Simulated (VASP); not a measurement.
Method: TPSS meta-GGA, VASP's PBE PAW potentials (set 64) (plane waves; VASP).

The input files of a VASP run:

**KPOINTS**
```
Automatic mesh
0
Gamma
12 12 7
0 0 0
```

POSCAR:
```
Ho
1
    1.8059238369    -3.1279518950     0.0000000000
    1.8059238369     3.1279518950     0.0000000000
    0.0000000000     0.0000000000     5.5646105008
Ho
2
Direct
  0.3333330000   0.6666670000   0.2500000000
  0.6666670000   0.3333330000   0.7500000000
```

**INCAR**
```
! general
SYSTEM  = Ho
PREC    = Accurate
ENCUT   = 520   ! plane-wave cut-off (eV)
LREAL   = F
LASPH   = T   ! aspherical one-centre terms

! electronic loop
EDIFF   = 1E-7
NELM    = 100   ! most electronic steps
ALGO    = Normal   ! blocked Davidson
LMAXMIX = 6
LMIXTAU = T

! smearing
ISMEAR  = 1   ! Methfessel-Paxton
SIGMA   = 0.1   ! width (eV)

! functional
METAGGA = TPSS

! ions
IBRION  = 2   ! conjugate gradients
NSW     = 30   ! most ionic steps
ISIF    = 4
EDIFFG  = -0.01

! output
LWAVE   = F
LCHARG  = F
```

POTCAR, in this order: Ho_3 (PBE.64 set). Program: vasp_std.

What VASP printed:

File OSZICAR:
```
       N       E                     dE             d eps       ncg     rms          rms(c)
DAV:   1     0.135097981193E+03    0.13510E+03   -0.93223E+03  2000   0.158E+03
DAV:   2    -0.102494509654E+01   -0.13612E+03   -0.13346E+03  2350   0.700E+02
DAV:   3    -0.105718938622E+02   -0.95469E+01   -0.90559E+01  3323   0.137E+02
DAV:   4    -0.111543879951E+02   -0.58249E+00   -0.54518E+00  3488   0.225E+01
DAV:   5    -0.111894376524E+02   -0.35050E-01   -0.30735E-01  3422   0.491E+00    0.280E+01
DAV:   6    -0.157789422262E+02   -0.45895E+01   -0.23468E+01  1976   0.466E+02    0.159E+01
DAV:   7    -0.153656698450E+02    0.41327E+00   -0.13032E+00  3808   0.411E+01    0.169E+00
DAV:   8    -0.156625278445E+02   -0.29686E+00   -0.55815E-01  2198   0.103E+01    0.114E+00
DAV:   9    -0.151603547317E+02    0.50217E+00   -0.14860E+02  1976   0.349E+03    0.615E-01
DAV:  10    -0.150898469869E+02    0.70508E-01   -0.11788E-02  3801   0.288E+00    0.152E-01
DAV:  11    -0.156718103734E+02   -0.58196E+00   -0.49153E-01  1996   0.926E+00    0.464E-02
DAV:  12    -0.156722846854E+02   -0.47431E-03   -0.19730E-03  3224   0.676E-01    0.714E-02
DAV:  13    -0.150695773172E+02    0.60271E+00   -0.16658E+02  1976   0.397E+03    0.124E-01
DAV:  14    -0.156718459676E+02   -0.60227E+00   -0.48700E-01  2346   0.907E+00    0.257E-02
DAV:  15    -0.156723042031E+02   -0.45824E-03   -0.18590E-03  3095   0.705E-01    0.136E-02
DAV:  16    -0.156722890183E+02    0.15185E-04   -0.22511E-05  3097   0.892E-02    0.125E-02
DAV:  17    -0.156723168389E+02   -0.27821E-04   -0.96648E-06  2547   0.460E-02    0.128E-02
DAV:  18    -0.156723281090E+02   -0.11270E-04   -0.47758E-06  2426   0.281E-02    0.103E-02
DAV:  19    -0.156723321164E+02   -0.40073E-05   -0.30930E-07  2637   0.668E-03    0.935E-03
DAV:  20    -0.156723307740E+02    0.13424E-05   -0.51600E-08  2046   0.297E-03    0.689E-03
DAV:  21    -0.156723326478E+02   -0.18738E-05   -0.98417E-08  1956   0.531E-03    0.434E-03
DAV:  22    -0.156723322960E+02    0.35185E-06   -0.18792E-08  1513   0.374E-03    0.382E-03
DAV:  23    -0.156723325919E+02   -0.29591E-06   -0.23228E-08  1498   0.238E-03    0.356E-03
DAV:  24    -0.156723326814E+02   -0.89553E-07   -0.23745E-08  1498   0.332E-03
   1 F= -.15672333E+02 E0= -.15671247E+02  d E =-.156723E+02
       N       E                     dE             d eps       ncg     rms          rms(c)
DAV:   1    -0.156742544754E+02   -0.19219E-02   -0.73489E-02  2867   0.244E+00    0.184E-01
DAV:   2    -0.156733271095E+02    0.92737E-03   -0.21194E-03  3164   0.595E-01    0.108E-01
DAV:   3    -0.156730306639E+02    0.29645E-03   -0.47984E-04  3276   0.214E-01    0.677E-02
DAV:   4    -0.156729910084E+02    0.39655E-04   -0.10163E-04  3312   0.919E-02    0.220E-02
DAV:   5    -0.156730133221E+02   -0.22314E-04   -0.45633E-05  3015   0.814E-02    0.112E-02
DAV:   6    -0.156730224743E+02   -0.91522E-05   -0.61244E-06  2749   0.250E-02    0.324E-03
DAV:   7    -0.156730211608E+02    0.13135E-05   -0.18545E-06  2515   0.109E-02    0.404E-03
DAV:   8    -0.156730231212E+02   -0.19604E-05   -0.44905E-07  2507   0.538E-03    0.444E-04
DAV:   9    -0.156730231516E+02   -0.30431E-07   -0.15530E-08  1288   0.192E-03
   2 F= -.15673023E+02 E0= -.15672050E+02  d E =-.690470E-03
       N       E                     dE             d eps       ncg     rms          rms(c)
DAV:   1    -0.156740275402E+02   -0.10044E-02   -0.48927E-02  2867   0.199E+00    0.150E-01
DAV:   2    -0.156734018297E+02    0.62571E-03   -0.14127E-03  3159   0.487E-01    0.886E-02
DAV:   3    -0.156732015932E+02    0.20024E-03   -0.32523E-04  3271   0.176E-01    0.554E-02
DAV:   4    -0.156731758791E+02    0.25714E-04   -0.68042E-05  3294   0.750E-02    0.180E-02
DAV:   5    -0.156731905052E+02   -0.14626E-04   -0.30064E-05  2992   0.659E-02    0.912E-03
DAV:   6    -0.156731965268E+02   -0.60216E-05   -0.38328E-06  2724   0.197E-02    0.221E-03
DAV:   7    -0.156731954117E+02    0.11151E-05   -0.11893E-06  2464   0.862E-03    0.346E-03
DAV:   8    -0.156731968240E+02   -0.14124E-05   -0.32019E-07  2341   0.451E-03    0.355E-04
DAV:   9    -0.156731968438E+02   -0.19785E-07   -0.10485E-08  1228   0.162E-03
   3 F= -.15673197E+02 E0= -.15672349E+02  d E =-.864162E-03
```

OUTCAR:
```
------------------------ aborting loop because EDIFF is reached ----------------------------------------
  FORCE on cell =-STRESS in cart. coord.  units (eV):
  Direction    XX          YY          ZZ          XY          YZ          ZX
  --------------------------------------------------------------------------------------
  Total       -0.4141957     -0.4141957     -0.4148936      0.0000000     -0.0000000      0.0000000
  in kB      -10.5558185    -10.5558189    -10.5736043      0.0000000     -0.0000000      0.0000000
  external PRESSURE =     -10.5617472 kB  Pullay stress =       0.0000000 kB
  volume of cell :       62.87
      direct lattice vectors                 reciprocal lattice vectors
     1.799521169 -3.116862146  0.000000000     0.277851691 -0.160417746 -0.000000000
     1.799521169  3.116862146 -0.000000000     0.277851691  0.160417746  0.000000000
     0.000000000 -0.000000000  5.604278544     0.000000000  0.000000000  0.178435100
 POSITION                                       TOTAL-FORCE (eV/Angst)
 -----------------------------------------------------------------------------------
      1.79952      1.03896      1.40107        -0.000000      0.000000      0.000000
      1.79952     -1.03896      4.20321         0.000000     -0.000000      0.000000
 -----------------------------------------------------------------------------------
    total drift:                                0.000000      0.000091     -0.000011
  FREE ENERGIE OF THE ION-ELECTRON SYSTEM (eV)
  ---------------------------------------------------
  free  energy   TOTEN  =       -15.6731968438 eV

  energy  without entropy=      -15.6706547703  energy(sigma->0) =      -15.67234949

 reached required accuracy - stopping structural energy minimisation
```
(Selected blocks of OUTCAR.)

### CONTCAR
```
Ho
   1.00000000000000
     1.7995211685717669   -3.1168621456117909    0.0000000000000000
     1.7995211685717669    3.1168621456117909   -0.0000000000000000
     0.0000000000000000   -0.0000000000000000    5.6042785440516152
  Ho
     2
Direct
     0.3333330000000032    0.6666669999999968    0.2500000000000000
     0.6666669999999968    0.3333330000000032    0.7500000000000000
```

The 4f electrons are frozen in the core of the lanthanide potential, so 4f levels, which can set the real gap, and their magnetism are missing.

The compound is Ho in the hcp structure. This cell is one point of a volume scan, at 1.03 of the reference volume. Symmetry was kept, so distortions that lower it aren't found.
